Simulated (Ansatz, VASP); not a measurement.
# Ta (Ta(111) monolayer): VASP beside Ansatz, part 2 of 2

Aim: how closely do two programs agree when they are given the same cell, functional and k mesh? The cell is taken from a series of runs on this material, whose earlier steps may have relaxed, scaled, displaced or heated it; both programs get it as it stands.

VASP 6.6.1 and Ansatz 0.2.0.

So far: VASP: single point, PBE, pair 1; Ansatz: single point, PBE, pair 1; Side by side; Ansatz: single point, PBE, pair 2; VASP: single point, PBE, pair 2; Comparison.

## 8. VASP: single point, PBE, pair 3

Level of this step: PBE; plane waves and PAW (Ta_pv) (VASP).

With cell and atoms fixed, the geometry can't cause a difference; cores, projectors, grids and the points listed under the comparison can. This pair takes another cell of the material, with 3 atoms against 2 for the pair before.

INCAR

```
SYSTEM = Ta
PREC = Accurate
ENCUT = 400
EDIFF = 1E-06
NELM = 120
ISMEAR = -1
SIGMA = 0.1
LREAL = .FALSE.
ALGO = Normal
GGA = PE
NBANDS = 22
LASPH = .TRUE.
LORBIT = 11
LWAVE = .FALSE.
LCHARG = .FALSE.
ISIF = 2
LDIPOL = .TRUE.
IDIPOL = 3
DIPOL = 0.5 0.5 0.5
LVHAR = .TRUE.
GGA_COMPAT = .FALSE.
NELMDL = -8
KPAR = 2
```

POSCAR

```
Ta
1.0
    4.6810468915      0.0000000000      0.0000000000
    2.3405234457      4.0539055243      0.0000000000
    0.0000000000      0.0000000000     19.9110293910
Ta
3
Direct
    0.3333333334      0.3333333333      0.4520107837
    0.6666666667      0.6666666666      0.5000000000
    0.0000000000      0.9999999999      0.5479892163
```

KPOINTS

```
Automatic mesh
0
Gamma
10 10 1
0 0 0
```

Potentials, in the order of the species: Ta_pv (PBE family, release 64).

Started as:

```bash
> mpirun -np 2 vasp_std
```

Numbers of over 12 decimals in the logs are rounded to 6 here.

What it wrote:

```text
[banner, memory and clock lines left out]
running    2 mpi-ranks, on    1 nodes
[...]
LDA part: xc-table for (Slater+PW92), standard interpolation
 POSCAR, INCAR and KPOINTS ok, starting setup
[...]
entering main loop
       N       E                     dE             d eps       ncg     rms          rms(c)
DAV:   1     0.136799149911E+03    0.13680E+03   -0.15354E+04   912   0.903E+02
DAV:   2    -0.167525228952E+02   -0.15355E+03   -0.14581E+03   730   0.223E+02
DAV:   3    -0.300685821585E+02   -0.13316E+02   -0.12239E+02   784   0.489E+01
DAV:   4    -0.308317683564E+02   -0.76319E+00   -0.73917E+00   888   0.957E+00
[...]
DAV:  25    -0.275850236436E+02   -0.95409E-05   -0.87864E-07   556   0.216E-03    0.305E-04
DAV:  26    -0.275850268150E+02   -0.31715E-05   -0.29759E-07   490   0.142E-03    0.246E-04
DAV:  27    -0.275850274003E+02   -0.58524E-06   -0.87184E-08   410   0.808E-04
   1 F= -.27585027E+02 E0= -.27478292E+02  d E =-.213470E+00
```

OUTCAR, selected parts (step 8):

```text
  Total      -11.5332657    -11.5332657     -4.5135948      0.0000000      0.0000000      0.0000000
  in kB      -48.9049199    -48.9049199    -19.1391579      0.0000000      0.0000000      0.0000000
  external PRESSURE =     -38.9829993 kB  Pullay stress =       0.0000000 kB

 POSITION                                       TOTAL-FORCE (eV/Angst)
 -----------------------------------------------------------------------------------
      2.34052      1.35130      9.00000         0.000000     -0.000000      2.345870
      4.68105      2.70260      9.95551         0.000000     -0.000000     -0.000000
      2.34052      4.05391     10.91103        -0.000000      0.000000     -2.345870
 -----------------------------------------------------------------------------------
    total drift:                               -0.000000      0.000000      0.000010

  FREE ENERGIE OF THE ION-ELECTRON SYSTEM (eV)
  ---------------------------------------------------
  free  energy   TOTEN  =       -27.5850274003 eV

  energy  without entropy=      -27.3715575505  energy(sigma->0) =      -27.47829248

[... 3 further parts left out ...]
[key lines of the parts left out:]
E-fermi :  -2.2169
```

## 9. Ansatz: single point, PBE, pair 3

The same cell, functional, mesh and smearing now go to Ansatz, which takes its cutoff from its data sets.

The cell is taken from a series of runs on this material, whose earlier steps may have relaxed, scaled, displaced or heated it; both programs get it as it stands.

input.yaml

```yaml
crystal:
  lattice:
    - [4.6810468915, 0.0, 0.0]
    - [2.3405234457, 4.0539055243, 0.0]
    - [0.0, 0.0, 19.911029391]
  atoms:
    - { symbol: Ta, position: [0.3333333333, 0.3333333333, 0.4520107837] }
    - { symbol: Ta, position: [0.6666666667, 0.6666666667, 0.5] }
    - { symbol: Ta, position: [0.0, 0.0, 0.5479892163] }
kpoints:
  mp_grid: { grid: [10, 10, 1] }
hamiltonian:
  xc: pbe
scf:
  occupations: { method: fermi_dirac, width: 0.1 }
  convergence: { dr2_threshold: 1.0e-09 }
efield:
  axis: 3
  dipole_correction: true
  ramp_position: 0.97
  ramp_width: 0.06
output:
  write_potential: true
  write_density: true
  volumetric_format: npy
```

Started as:

```bash
> ansatz run input.yaml --threads 2 --pin off --max-ram 3072MiB --backend cpu --events-out ev --progress --plain --runs-dir out
```

What it wrote:

```text
[...]
Crystal: 3 atoms, lattice volume = 377.842 Å³
Basis set: ecut = 420 eV, 7357 PW (Γ)
Bands: 24, of which v1, the nominal top of the filled ones, is band 20 counted from 1 (19 counted from 0)
Symmetry: 6 space group operations
k-points: 14 of 100 (time reversal used)
[...]
k-point 0: bands = [... 16 lower, -0.7973, -0.7973, -0.7237, -0.7237, -0.3122, -0.1254, 0.5691, 1.5829]
  k-point 1: bands = [... 16 lower, -0.9530, -0.8882, -0.5829, -0.5780, -0.2280, -0.1636, 0.5817, 1.5553]
  k-point 2: bands = [... 16 lower, -1.3030, -0.9501, -0.5185, -0.3726, -0.0659, -0.0067, 0.7000, 1.4439]
  k-point 13: bands = [... 16 lower, -1.4180, -1.1270, -0.4401, -0.3374, 0.0287, 0.7642, 0.9460, 1.1135]
[key lines of the parts left out:]
SCF converged after 9 iterations
Free energy (F): -29788.869713 eV
Fermi energy:    -0.328131 eV
Dipole field:    D = 0.000001 V/Å  (p = 0.000001 e·Å, saw-weighted, corrected)
Work function:   Φ+ = 3.6657 eV   Φ− = 3.6657 eV
```

## 10. Side by side

What differs besides the data sets and the points named for the pairs above, as far as they apply: the data sets hold 39 valence electrons in Ansatz (on its default PAW (the set named soft_2) files) and 33 in VASP. Total energies have different zeros and are not compared.

Compared:

| quantity | Ansatz | VASP | difference |
| --- | --- | --- | --- |
| work function, lower of the two faces (eV) | 3.67 | 3.67 | 0.00 |
| work function, higher of the two faces (eV) | 3.67 | 3.67 | 0.00 |

With vacuum in the cell, a pressure given here is an average over mostly empty space and none of the material.

## 11. What came out

| Item | Value |
| --- | --- |
| difference in work function, lower of the two faces (single point, PBE, pair 1) | -0.0019 eV |
| difference in work function, lower of the two faces (single point, PBE, pair 2) | -0.0032 eV |
| difference in work function, lower of the two faces (single point, PBE, pair 3) | -0.0042 eV |

**Reading.** The difference in work function, lower of the two faces is -0.0019 eV (single point, PBE, pair 1). The data sets hold unlike numbers of valence electrons (13 in Ansatz and 11 in VASP, 26 in Ansatz and 22 in VASP and 39 in Ansatz and 33 in VASP), so part of the differences comes from the potentials. 5 further runs of this series are not shown here. How closely two codes agree says nothing of how well the functional describes the real material.

[Lines on the potential files, build, host, timing and source positions are cut from VASP's logs without a mark.]

[Logs are printed without paths, hosts, clocks, repeated set-up lines and the standing remarks that a program may print on its own settings, such as how far it seeks lower states.]

[Hosts, paths, dates, database ids (printed as entryN), source tags and the programs' standing remarks are cut or masked in the printed files.]
